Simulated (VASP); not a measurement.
# A VASP study of SiN (vdW-DF): structure first, properties next, part 2 of 6

Wanted: the relaxed cell of SiN and its properties. The cell is invented: it takes the structure of a Materials Project entry for HfTiN2 (space group 166 there), with some of its atoms replaced by other elements, volume scaled by an estimate. It may not be a known or stable phase.

VASP 6.6.1, plane waves and PAW; the level of theory is named at each step.

So far. Step 2 (Rough relaxation of the start cell): It ends with a largest force of 0.006 eV/Å and a pressure of 0.16 GPa.

## (3) Full relaxation (vdW-DF)

Level of this step: vdW-DF; plane waves and PAW (Si, N); invented cell (VASP).

Properties are meant for the cell that this level of theory prefers, so cell and atoms are relaxed first (ISIF = 3) until forces and stress are small; EDIFFG sets the threshold.

The input, INCAR:

```
SYSTEM = SiN
PREC = Accurate
ENCUT = 520
EDIFF = 1E-06
NELM = 100
ISMEAR = 0
SIGMA = 0.05
LREAL = .FALSE.
ALGO = Normal
GGA = RE
AGGAC = 0
LUSE_VDW = .TRUE.
LASPH = .TRUE.
NBANDS = 15
LORBIT = 11
LWAVE = .FALSE.
LCHARG = .FALSE.
KPAR = 2
IBRION = 2
NSW = 60
ISIF = 3
EDIFFG = -0.01
```

The input, POSCAR:

```
SiN
1.0
    1.4296234784      0.8253936843      5.6715601806
   -1.4296234784      0.8253936843      5.6715601806
    0.0000000000     -1.6507873686      5.6715601806
Si N
2 2
Direct
    0.5000000000      0.5000000000      0.5000000000
    0.0000000000      0.0000000000      0.0000000000
    0.2247320487      0.2247320487      0.2247320487
    0.7752679513      0.7752679513      0.7752679513
```

The input, KPOINTS:

```
Automatic mesh
0
Gamma
9 9 9
0 0 0
```

The projector-augmented-wave data sets are Si and N (PBE family, release 64).

The run is started by

```console
> mpirun -np 2 vasp_std
```

What it wrote:

```text
[banner, memory and clock lines left out]
running    2 mpi-ranks, on    1 nodes
 distrk:  each k-point on    1 cores,    2 groups
 distr:  one band on    1 cores,    1 groups

 POSCAR found type information on POSCAR SiN
 POSCAR found :  2 types and       4 ions
 [... a notice as in an earlier step ...]

 [... a notice as in an earlier step ...]

 LDA part: xc-table for (Slater+PW92), standard interpolation
 POSCAR, INCAR and KPOINTS ok, starting setup
 FFT: planning ... GRIDC
 FFT: planning ... GRID_SOFT
 FFT: planning ... GRID
 WAVECAR not read
 entering main loop
       N       E                     dE             d eps       ncg     rms          rms(c)
DAV:   1     0.579301913400E+02    0.57930E+02   -0.87349E+03  2558   0.107E+03
DAV:   2    -0.200360679256E+02   -0.77966E+02   -0.72474E+02  3399   0.209E+02
DAV:   3    -0.235794675131E+02   -0.35434E+01   -0.35283E+01  3523   0.476E+01
DAV:   4    -0.236014247265E+02   -0.21957E-01   -0.21954E-01  3068   0.408E+00
DAV:   5    -0.236016593194E+02   -0.23459E-03   -0.23456E-03  3593   0.393E-01    0.128E+01
DAV:   6    -0.194532826074E+02    0.41484E+01   -0.15720E+01  3397   0.300E+01    0.532E+00
DAV:   7    -0.194332150137E+02    0.20068E-01   -0.16151E+00  3173   0.947E+00    0.295E+00
DAV:   8    -0.194514387242E+02   -0.18224E-01   -0.96552E-02  3348   0.245E+00    0.116E+00
DAV:   9    -0.194597660615E+02   -0.83273E-02   -0.13090E-02  3383   0.106E+00    0.212E-01
DAV:  10    -0.194602872652E+02   -0.52120E-03   -0.21832E-03  3390   0.363E-01    0.104E-01
DAV:  11    -0.194604869804E+02   -0.19972E-03   -0.47721E-04  3138   0.173E-01    0.450E-02
DAV:  12    -0.194605021450E+02   -0.15165E-04   -0.82687E-05  3342   0.717E-02    0.137E-02
DAV:  13    -0.194605009702E+02    0.11748E-05   -0.44894E-06  3558   0.182E-02    0.298E-03
DAV:  14    -0.194605009782E+02   -0.79708E-08   -0.57435E-07  1982   0.606E-03
   1 F= -.19460501E+02 E0= -.19460029E+02  d E =-.194605E+02
 curvature:   0.00 expect dE= 0.000E+00 dE for cont linesearch  0.000E+00
 trial: gam= 0.00000 g(F)=  0.254E-04 g(S)=  0.932E-03 ort = 0.000E+00 (trialstep = 0.100E+01)
 search vector abs. value=  0.957E-03
 bond charge predicted
       N       E                     dE             d eps       ncg     rms          rms(c)
DAV:   1    -0.194612706250E+02   -0.76965E-03   -0.33141E-02  3131   0.151E+00    0.156E-01
DAV:   2    -0.194607937957E+02    0.47683E-03   -0.17327E-03  3404   0.330E-01    0.777E-02
DAV:   3    -0.194607431932E+02    0.50602E-04   -0.18426E-04  3187   0.102E-01    0.416E-02
DAV:   4    -0.194607207176E+02    0.22476E-04   -0.39946E-05  3544   0.445E-02    0.764E-03
DAV:   5    -0.194607200703E+02    0.64724E-06   -0.38160E-06  3236   0.159E-02
   2 F= -.19460720E+02 E0= -.19460261E+02  d E =-.219092E-03
[...]
3 F= -.19460811E+02 E0= -.19460348E+02  d E =-.309878E-03
 curvature:  -0.32 expect dE=-0.406E-04 dE for cont linesearch -0.104E-08
 trial: gam= 0.12908 g(F)=  0.930E-04 g(S)=  0.323E-04 ort = 0.175E-05 (trialstep = 0.930E+00)
 search vector abs. value=  0.142E-03
 bond charge predicted
       N       E                     dE             d eps       ncg     rms          rms(c)
DAV:   1    -0.194608958547E+02   -0.85071E-04   -0.16574E-02  2564   0.101E+00    0.409E-02
DAV:   2    -0.194608844004E+02    0.11454E-04   -0.33936E-04  3656   0.145E-01    0.233E-02
DAV:   3    -0.194608779430E+02    0.64574E-05   -0.21704E-05  3089   0.361E-02    0.114E-02
DAV:   4    -0.194608772163E+02    0.72671E-06   -0.35985E-06  3257   0.146E-02
   4 F= -.19460877E+02 E0= -.19460418E+02  d E =-.663600E-04
 trial-energy change:   -0.000066  1 .order   -0.000065   -0.000117   -0.000014
 step:   1.0517(harm=  1.0517)  dis= 0.00147  next Energy=   -19.460877 (dE=-0.660E-04)
 reached required accuracy - stopping structural energy minimisation
```

The job ended after 6.3 min (2 MPI ranks of Intel Xeon 6975P-C (Granite Rapids), shared host; peak memory 1.7 GiB; 12 min of CPU time).

Parts of OUTCAR (step 3):

```text
  LATTYP: Found a trigonal (rhomboedric) cell.
 ALAT       =     5.9069190706
 COS(alpha) =     0.8828475332

The static configuration has the point symmetry D_3d.

 Found     85 irreducible k-points:

   k-points           NKPTS =     85   k-points in BZ     NKDIM =     85   number of bands    NBANDS=     15

   dimension x,y,z NGX =    48 NGY =   48 NGZ =   48
   dimension x,y,z NGXF=    96 NGYF=   96 NGZF=   96

   ENCUT  =  520.0 eV  38.22 Ry    6.18 a.u.  10.98 10.98 10.98*2*pi/ulx,y,z

   NELECT =      18.0000    total number of electrons

 E-fermi :   9.3395

 k-point     1 :       0.0000    0.0000    0.0000
  band No.  band energies     occupation
    ...
      5       6.7687      2.00000
      6       7.3320      2.00000
      7       7.3320      2.00000
      8       8.1240      2.00000
      9       8.1240      2.00000
     10      14.4011      0.00000
     11      15.3810      0.00000
     12      16.4939      0.00000
     13      16.8454      0.00000
     14      16.8454      0.00000
    ...

 k-point     2 :       0.1111    0.0000    0.0000
  band No.  band energies     occupation
    ...
      5       6.2502      2.00000
      6       6.9208      2.00000
      7       7.2812      2.00000
      8       7.9026      2.00000
      9       8.1577      2.00000
     10      14.2886      0.00000
     11      15.1277      0.00000
     12      16.0320      0.00000
     13      16.5098      0.00000
     14      16.8762      0.00000
    ...

Total vdW correction in eV:      2.1983333

  Total        0.0157267      0.0157267      0.0087216      0.0000000     -0.0000000     -0.0000000
  in kB        0.6266244      0.6266247      0.3475083      0.0000000     -0.0000000     -0.0000000
  external PRESSURE =       0.5335858 kB  Pullay stress =       0.0000000 kB

  energy-cutoff  :      520.00
  volume of cell :       40.21
      direct lattice vectors                 reciprocal lattice vectors
     1.428721747  0.824873069  5.686622269     0.349963176  0.202051289  0.058617105
    -1.428721747  0.824873069  5.686622269    -0.349963176  0.202051289  0.058617105
    -0.000000000 -1.649746138  5.686622269     0.000000000 -0.404102577  0.058617105

 POSITION                                       TOTAL-FORCE (eV/Angst)
 -----------------------------------------------------------------------------------
     -0.00000      0.00000      8.52993        -0.000000      0.000000     -0.000000
     -0.00000      0.00000      0.00000         0.000000      0.000000     -0.000000
     -0.00000      0.00000      3.83311         0.000000     -0.000000     -0.008872
     -0.00000      0.00000     13.22676        -0.000000      0.000000      0.008872
 -----------------------------------------------------------------------------------
    total drift:                                0.000000      0.000000     -0.000000

  FREE ENERGIE OF THE ION-ELECTRON SYSTEM (eV)
  ---------------------------------------------------
  free  energy   TOTEN  =       -19.4608772163 eV

  energy  without entropy=      -19.4599594391  energy(sigma->0) =      -19.46041833

Total vdW correction in eV:      2.1983445

 total charge
# of ion       s       p       d       tot
------------------------------------------
    1        0.621   0.836   0.000   1.458
    2        0.990   0.474   0.000   1.464
    3        1.266   2.511   0.000   3.777
    4        1.266   2.511   0.000   3.777
--------------------------------------------------
tot          4.143   6.332   0.000  10.475

[... 2 parts as in an earlier step ...]

[... 7 further parts left out ...]
```

CONTCAR:

```
SiN
   1.00000000000000
     1.4287217471475979    0.8248730691702144    5.6866222687770609
    -1.4287217471475979    0.8248730691702144    5.6866222687770609
    -0.0000000000000000   -1.6497461383404288    5.6866222687770609
  Si              N
     2     2
Direct
     0.5000000000000000    0.5000000000000000    0.5000000000000000
     0.0000000000000000    0.0000000000000000    0.0000000000000000
     0.2246857558521254    0.2246857558521254    0.2246857558521254
     0.7753142441478748    0.7753142441478748    0.7753142441478748
```

The steps of the relaxation:

| step | energy less that of the first step (eV) | largest force (eV/Å) | pressure (GPa) | volume (Å³) |
| --- | --- | --- | --- | --- |
| 1 | 0.0000 | 0.0162 | 0.30 | 40.15 |
| 2 | -0.0002 | 0.0564 | -0.28 | 40.26 |
| 3 | -0.0003 | 0.0310 | -0.08 | 40.23 |
| 4 | -0.0004 | 0.0089 | 0.05 | 40.21 |

| conventional cell, symmetrised | before | after | change |
| --- | --- | --- | --- |
| a (Å) | 2.859 | 2.857 | -0.1 % |
| b (Å) | 2.859 | 2.857 | -0.1 % |
| c (Å) | 17.015 | 17.060 | +0.3 % |
| volume (Å³/atom) | 10.04 | 10.05 | +0.1 % |

The relaxed structure:

```
Si N
1.0
     1.42872    0.82487    5.68662
    -1.42872    0.82487    5.68662
     0.00000   -1.64975    5.68662
Si N
2 2
Direct
  0.50000 0.50000 0.50000
  0.00000 0.00000 0.00000
  0.22469 0.22469 0.22469
  0.77531 0.77531 0.77531
```

Numbers from this step:

```yaml
irreducible_k_points: 85
fermi_energy: 9.339 eV
pressure: 0.05336 GPa
scf_cycles_over_all_ionic_steps: 28
```

It ends with a largest force of 0.009 eV/Å and a pressure of 0.05 GPa.

## (4) Density, ELF and potential (vdW-DF)

The relaxed cell gets a fresh self-consistent run, on a basis set for its own volume, to fix the density and to check the remaining stress.

Edit INCAR of step 3 so:

```diff
@@ -16,7 +16,5 @@
 LWAVE = .FALSE.
-LCHARG = .FALSE.
-KPAR = 2
-IBRION = 2
-NSW = 60
-ISIF = 3
-EDIFFG = -0.01
+LCHARG = .TRUE.
+ISIF = 2
+LELF = .TRUE.
+LVHAR = .TRUE.
```

The input, POSCAR:

```
SiN
1.0
    1.4287217471      0.8248730692      5.6866222688
   -1.4287217471      0.8248730692      5.6866222688
    0.0000000000     -1.6497461383      5.6866222688
Si N
2 2
Direct
    0.5000000000      0.5000000000      0.5000000000
    0.0000000000      0.0000000000      0.0000000000
    0.2246857559      0.2246857559      0.2246857559
    0.7753142441      0.7753142441      0.7753142441
```

KPOINTS is that of step 3.

The run is started by

```console
> mpirun -np 2 vasp_std
```

What it wrote:

```text
[banner, memory and clock lines left out]
running    2 mpi-ranks, on    1 nodes
 distrk:  each k-point on    2 cores,    1 groups
 distr:  one band on    1 cores,    2 groups

 POSCAR found type information on POSCAR SiN
 POSCAR found :  2 types and       4 ions
 [... a notice as in an earlier step ...]

 [... a notice as in an earlier step ...]

 LDA part: xc-table for (Slater+PW92), standard interpolation
|                                                                             |
|           W    W    AA    RRRRR   N    N  II  N    N   GGGG   !!!           |
|           W    W   A  A   R    R  NN   N  II  NN   N  G    G  !!!           |
|           W    W  A    A  R    R  N N  N  II  N N  N  G       !!!           |
|           W WW W  AAAAAA  RRRRR   N  N N  II  N  N N  G  GGG   !            |
|           WW  WW  A    A  R   R   N   NN  II  N   NN  G    G                |
|           W    W  A    A  R    R  N    N  II  N    N   GGGG   !!!           |
|                                                                             |
|     The number of bands has been changed from the values supplied in        |
|     The orbitals not found in the WAVECAR file will be initialized with     |
|     random numbers, which is usually adequate. For correlated               |
|     calculations, however, you should redo the groundstate calculation.     |
|     I found NBANDS = 15. Now, NBANDS = 16.                                  |
|                                                                             |

 POSCAR, INCAR and KPOINTS ok, starting setup
 FFT: planning ... GRIDC
 FFT: planning ... GRID_SOFT
 FFT: planning ... GRID
 WAVECAR not read
 entering main loop
       N       E                     dE             d eps       ncg     rms          rms(c)
DAV:   1     0.545508697523E+02    0.54551E+02   -0.86254E+03  2720   0.100E+03
DAV:   2    -0.202974691044E+02   -0.74848E+02   -0.69796E+02  3576   0.200E+02
DAV:   3    -0.235961070812E+02   -0.32986E+01   -0.32881E+01  3792   0.442E+01
DAV:   4    -0.236141882630E+02   -0.18081E-01   -0.18078E-01  3288   0.356E+00
DAV:   5    -0.236143549891E+02   -0.16673E-03   -0.16671E-03  3880   0.320E-01    0.128E+01
DAV:   6    -0.194221858933E+02    0.41922E+01   -0.14314E+01  3880   0.282E+01    0.528E+00
DAV:   7    -0.194353714134E+02   -0.13186E-01   -0.18711E+00  3416   0.930E+00    0.298E+00
DAV:   8    -0.194508559995E+02   -0.15485E-01   -0.93635E-02  3688   0.234E+00    0.125E+00
DAV:   9    -0.194601613715E+02   -0.93054E-02   -0.13743E-02  3776   0.105E+00    0.212E-01
DAV:  10    -0.194606879111E+02   -0.52654E-03   -0.23183E-03  3784   0.362E-01    0.106E-01
DAV:  11    -0.194609007368E+02   -0.21283E-03   -0.59188E-04  3584   0.177E-01    0.451E-02
DAV:  12    -0.194609110020E+02   -0.10265E-04   -0.10866E-04  3696   0.770E-02    0.141E-02
DAV:  13    -0.194609094680E+02    0.15339E-05   -0.60951E-06  3704   0.200E-02    0.441E-03
DAV:  14    -0.194609095404E+02   -0.72393E-07   -0.56431E-07  2520   0.587E-03
   1 F= -.19460910E+02 E0= -.19460451E+02  d E =-.917816E-03
```

Elapsed: 95 s, on 2 MPI ranks; peak memory 1 GiB.

From OUTCAR (step 4):

```text
  LATTYP: Found a trigonal (rhomboedric) cell.
 ALAT       =     5.9210923181
 COS(alpha) =     0.8835547491

The static configuration has the point symmetry D_3d.

 Found     85 irreducible k-points:

   k-points           NKPTS =     85   k-points in BZ     NKDIM =     85   number of bands    NBANDS=     16

   ENCUT  =  520.0 eV  38.22 Ry    6.18 a.u.  11.01 11.01 11.01*2*pi/ulx,y,z

   NELECT =      18.0000    total number of electrons

 E-fermi :   9.3395

 k-point     1 :       0.0000    0.0000    0.0000
  band No.  band energies     occupation
    ...
      5       6.7687      2.00000
      6       7.3321      2.00000
      7       7.3321      2.00000
      8       8.1241      2.00000
      9       8.1241      2.00000
     10      14.4010      0.00000
     11      15.3809      0.00000
     12      16.4937      0.00000
     13      16.8455      0.00000
     14      16.8455      0.00000
    ...

 k-point     2 :       0.1111    0.0000    0.0000
  band No.  band energies     occupation
    ...
      5       6.2502      2.00000
      6       6.9209      2.00000
      7       7.2813      2.00000
      8       7.9027      2.00000
      9       8.1579      2.00000
     10      14.2885      0.00000
     11      15.1278      0.00000
     12      16.0320      0.00000
     13      16.5099      0.00000
     14      16.8761      0.00000
    ...

Total vdW correction in eV:      2.1983021

  Total        0.0144934      0.0144934      0.0067552      0.0000000      0.0000000      0.0000000
  in kB        0.5774855      0.5774857      0.2691605      0.0000000      0.0000000      0.0000000
  external PRESSURE =       0.4747106 kB  Pullay stress =       0.0000000 kB

  energy-cutoff  :      520.00
  volume of cell :       40.21
      direct lattice vectors                 reciprocal lattice vectors
     1.428721747  0.824873069  5.686622269     0.349963176  0.202051289  0.058617105
    -1.428721747  0.824873069  5.686622269    -0.349963176  0.202051289  0.058617105
     0.000000000 -1.649746138  5.686622269     0.000000000 -0.404102577  0.058617105

 POSITION                                       TOTAL-FORCE (eV/Angst)
 -----------------------------------------------------------------------------------
      0.00000      0.00000      8.52993         0.000000      0.000000      0.000000
      0.00000      0.00000      0.00000         0.000000     -0.000000     -0.000000
      0.00000      0.00000      3.83311         0.000000     -0.000000     -0.009959
      0.00000      0.00000     13.22676         0.000000      0.000000      0.009959
 -----------------------------------------------------------------------------------
    total drift:                                0.000000     -0.000000      0.000000

  FREE ENERGIE OF THE ION-ELECTRON SYSTEM (eV)
  ---------------------------------------------------
  free  energy   TOTEN  =       -19.4609095404 eV

  energy  without entropy=      -19.4599917240  energy(sigma->0) =      -19.46045063

Total vdW correction in eV:      2.1983334

[... 4 parts as in an earlier step ...]

[... 6 further parts left out ...]
```

This step gave:

* SCF cycles: 14
* bands: 16
* pressure: 0.04747 GPa

Valence electrons inside each PAW sphere by angular momentum. Sphere charges, by row:

| atom | s (e) | p (e) | d (e) | tot (e) |
| --- | --- | --- | --- | --- |
| Si1 | 0.621 | 0.836 | 0 | 1.458 |
| Si2 | 0.99 | 0.474 | 0 | 1.464 |
| N3 | 1.266 | 2.511 | 0 | 3.777 |
| N4 | 1.266 | 2.511 | 0 | 3.777 |

ELF in the ac plane of the conventional cell at fractional y = 0.000, with atoms of Si and N within 0.2 Å of it. It is the smooth field of the valence electrons, not physical close to the nuclei.

Ten even steps from '0' (0.04) to '9' (0.82), each cell a mean:
```
67887543468887
33333445443333
00026899985200
11224678753211
67887532357887
46998521258986
76654322334567
22357889886532
11246778775421
00013455542100
12357788876532
01355544455421
12456655566531
12346777775421
00013445442100
12357889887532
22346778775432
88764321235778
36998521369985
67766433356776
00125789864210
00025799874200
45443333334445
67898743579986
```
Columns run along a (2.9 Å), rows up along c (17.1 Å), edges of the conventional cell, whose origin can differ from the input's. Atoms in or near the plane, at fractional coordinates: Si at (0.00, 0.50), Si at (0.00, 0.00), N at (0.00, 0.22), N at (0.00, 0.78).

Valence density in the ac plane of the conventional cell at fractional y = 0.000, with atoms of Si and N within 0.2 Å of it. It is the smooth field of the valence electrons, not physical close to the nuclei.

Ten steps, logarithmic in the rise over the least value, from '_' (0.0 e/Å³) to '@' (3.5 e/Å³), each cell a mean:
```
----==++====------========--
--------==============------
::::--==++++******++==--::::
----====++++****++++======--
%%%%##****++======++**##%%%%
@@@@@@##**==----==++**%%@@@@
****++++==----------==++++**
------==================----
::::----==============----::
..::::----==========----::::
========++++******++++======
__::==++++++++++++++++++==::
::--==++++++++++++++++++==--
----====++++++**++++++====--
..::::----==========--::::::
::----========++======------
------==================----
####**++==--------====**####
@@@@@@##**++==--==++**%%@@@@
######**++++======++++**####
------==++++******++====----
::::----==++******++==--::::
============================
__--==++====----====++++==::
```
Columns run along a (2.9 Å), rows up along c (17.1 Å), edges of the conventional cell, whose origin can differ from the input's. Atoms in or near the plane, at fractional coordinates: Si at (0.00, 0.50), Si at (0.00, 0.00), N at (0.00, 0.22), N at (0.00, 0.78).

Electrostatic potential energy in the ac plane of the conventional cell at fractional y = 0.000, with atoms of Si and N within 0.2 Å of it. With pseudopotentials it is smooth inside the atoms' cores, unlike the true potential.

Values in eV, 24 rows by 14 columns, each cell a mean:
```
-58 -54 -45 -25  -9  -4  -1   0  -1  -5 -12 -30 -47 -55
 -5  -4  -3  -1   0   1   1   1   1   1   0  -2  -3  -5
  2   2   2   1   0  -2  -3  -4  -3  -1   0   1   2   2
  0   0  -1  -3  -5  -8 -10 -12 -10  -7  -5  -2  -1   0
-29 -25 -16  -6  -5  -6  -8  -9  -8  -6  -5  -8 -18 -26
-39 -44 -36 -11  -1   0   1   0   1   0  -3 -16 -39 -44
 -5  -4  -1   0   0  -1  -1  -2  -1   0   0   0  -1  -4
  1   1  -1  -3  -6  -8 -11 -12 -10  -8  -5  -2   0   1
  1   0   0  -2  -4  -7  -8  -9  -8  -6  -4  -2   0   1
  2   2   2   1   1   0   0   0   0   1   1   2   2   2
-13 -10  -7  -3  -1  -1  -1  -2  -1  -1  -2  -4  -7 -11
-66 -63 -56 -32 -11  -5  -2  -1  -2  -5 -15 -39 -58 -64
-57 -54 -44 -24  -9  -4  -2  -1  -2  -5 -11 -29 -46 -55
 -5  -4  -2  -1   0   0  -1  -1  -1   0   0  -1  -3  -4
  2   2   1   1   0  -1  -1  -1  -1   0   1   1   1   2
  0   0  -1  -3  -6  -8 -11 -12 -10  -8  -5  -2  -1   0
  1   1   0  -2  -4  -7  -9 -10  -8  -6  -4  -1   0   1
-15 -13  -6  -1   1   1   0   0   0   1   1  -1  -7 -14
-41 -47 -40 -12  -2  -1  -1  -1  -1  -1  -3 -19 -43 -46
-17 -14  -8  -5  -6  -8 -10 -12 -10  -7  -5  -5  -9 -14
  1   1   0  -2  -4  -6  -8  -9  -8  -6  -4  -1   0   1
  1   2   2   1   1   0  -2  -2  -1   0   1   1   2   2
-13 -11  -7  -4  -1   0   1   2   1   0  -2  -4  -8 -12
-66 -63 -56 -33 -12  -5  -2  -1  -2  -6 -16 -40 -58 -64
```
Columns run along a (2.9 Å; values clipped at the 3rd and 97th percentile), rows up along c (17.1 Å), edges of the conventional cell, whose origin can differ from the input's. Atoms in or near the plane, at fractional coordinates: Si at (0.00, 0.50), Si at (0.00, 0.00), N at (0.00, 0.22), N at (0.00, 0.78).

In this run the pressure is 0.05 GPa, small enough to go on.

(Continued in part 3 of 6.)

[Lines on the potential files, build, host, timing and source positions are cut from VASP's logs without a mark.]

[Logs are printed without paths, hosts, clocks, repeated set-up lines and the standing remarks that a program may print on its own settings, such as how far it seeks lower states.]

[Hosts, paths, dates, database ids (printed as entryN), source tags and the programs' standing remarks are cut or masked in the printed files.]

[A measured line is paired with the nearest computed mode of its activity, which favours agreement.]
